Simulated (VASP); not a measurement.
Data:

```yaml
crystal:
  lattice:
    - [0.00000, 2.86711, 2.86711]
    - [2.86711, 0.00000, 2.86711]
    - [2.86711, 2.86711, 0.00000]
  atoms:
    - { symbol: Ag, position: [0.00000, 0.00000, 0.00000] }
    - { symbol: Br, position: [0.50000, 0.50000, 0.50000] }
```

These are PBE GGA with D4 dispersion, VASP's PBE PAW potentials (set 64) (plane waves; VASP) values and carry that method's errors. Numerical set-up: 520 eV cut-off, Gaussian smearing of 0.050 eV, potentials Ag Br.

Q: Give the energies of bands 2 to 11 at the high-symmetry points, in eV from the valence-band maximum.

A: 
```csv
band,Γ,X,U,L,W
2,-2.81,-4.31,-4.23,-5.30,-4.23
3,-2.81,-3.09,-4.16,-4.20,-3.98
4,-2.81,-2.86,-3.81,-4.20,-3.98
5,-2.81,-2.86,-2.66,-2.50,-2.40
6,-2.81,-2.65,-2.45,-2.50,-2.38
7,-1.95,-2.40,-2.23,-2.16,-2.30
8,-1.95,-2.40,-2.03,0.00,-2.30
9,-1.95,-2.29,-1.21,0.00,-1.54
10,0.67,1.59,2.96,3.73,3.79
11,9.91,7.05,6.83,6.61,7.14
```

The gap is indirect, 0.67 eV, from the valence maximum at L to the conduction minimum at Γ.

The compound is AgBr in the rock salt structure. It was relaxed first.
